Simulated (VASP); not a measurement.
Given:

```yaml
crystal:
  lattice:
    - [0.00000, 2.97755, 2.97755]
    - [2.97755, 0.00000, 2.97755]
    - [2.97755, 2.97755, 0.00000]
  atoms:
    - { symbol: Pb, position: [0.00000, 0.00000, 0.00000] }
    - { symbol: F, position: [0.25000, 0.25000, 0.25000] }
    - { symbol: F, position: [0.75000, 0.75000, 0.75000] }
```

Level of theory: r2SCAN+rVV10, VASP's PBE PAW potentials (set 64) (plane waves; VASP). Numerical set-up: 520 eV cut-off, 7×7×7 Γ-centred mesh, Gaussian smearing of 0.050 eV, potentials Pb_d F.

**Question.** The job: PbF2 (fluorite), 3 atoms, r2SCAN+rVV10, static run, 520 eV, 7×7×7 Γ-centred mesh. Roughly how much core time does it take on a busy server core?

**Answer.** About 90 core-seconds (one run on a shared machine, a rough figure). It had 20 irreducible k-points, 18 bands, up to 1436 plane waves and 23 electronic steps.

The compound is PbF2 in the fluorite structure, the β form. This cell is one point of a volume scan, at 1.03 of the reference volume.
